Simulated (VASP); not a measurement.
**Ag3F: relaxation of cell and atoms with PBE**

Ag3F:

```
Ag F
1.0
     0.00000    3.21609    3.21609
     3.21609    0.00000    3.21609
     3.21609    3.21609    0.00000
Ag F
3 1
Direct
  0.25000 0.25000 0.25000
  0.75000 0.75000 0.75000
  0.50000 0.50000 0.50000
  0.00000 0.00000 0.00000
```

The cell was built by a generator and needn't be a form met in nature.

```yaml
Program: VASP 6.6.1
Task: relaxation of cell and atoms
Functional: PBE
Potentials_or_basis: VASP PAW PBE potentials, release 64 (Ag, F)
Cutoff: 600 eV
k_mesh: 5 × 5 × 5
Occupations: fermi-dirac, width 0.05 eV
Spin: no spin polarisation
Target_pressure: 10 GPa
Further_INCAR_settings: ALGO = Fast; EDIFF = 1e-07; IBRION = 2; EDIFFG = -0.02; NSW = 40; ISIF = 3
Target_pressure: 10 GPa
```

- Relaxed volume: 15.02 Å³/atom
- Relaxed cell: a = 4.396 Å, b = 4.396 Å, c = 4.396 Å, α = 60.00°, β = 60.00°, γ = 60.00°
- Space group after relaxing (to 0.05 Å): Fm-3m (No. 225)
- Energy change on relaxing (the enthalpy is what falls): +43.0 meV/atom
- Ionic steps: 3
- Pressure after relaxing: 9.9 GPa
- Band gap on the k mesh: 0.07 eV, indirect (least direct gap 0.77 eV)

Step by step:
```tsv
step	energy change (eV)	largest force (eV/Å)	pressure (GPa)	volume (Å³)
1	0.0000	0.0000	-0.32	66.53
2	0.4623	0.0000	18.45	56.74
3	0.1720	0.0000	9.95	60.07
```

Final structure:
```xyz
4
Lattice="0.0000 3.1084 3.1084 3.1084 0.0000 3.1084 3.1084 3.1084 0.0000" Properties=species:S:1:pos:R:3 pbc="T T T"
Ag    1.5542    1.5542    1.5542
Ag    4.6626    4.6626    4.6626
Ag    3.1084    3.1084    3.1084
F     0.0000    0.0000    0.0000
```

Levels at points of the mesh, in eV from the valence-band top:
```
           k point  band 18  band 19  band 20  band 21  band 22  band 23
(0.00, 0.00, 0.00)    -3.06    -3.06    -3.06     6.63     6.63     6.63
```

It took 32 s on 1 thread of Intel(R) Xeon(R) 6975P-C (Granite Rapids), on a shared host, peak memory 0.22 GiB.

Caveat: the cell is relaxed towards a set pressure, so the enthalpy falls and the energy may rise; an odd mesh through Γ misses points on the zone boundary, where band edges often lie.
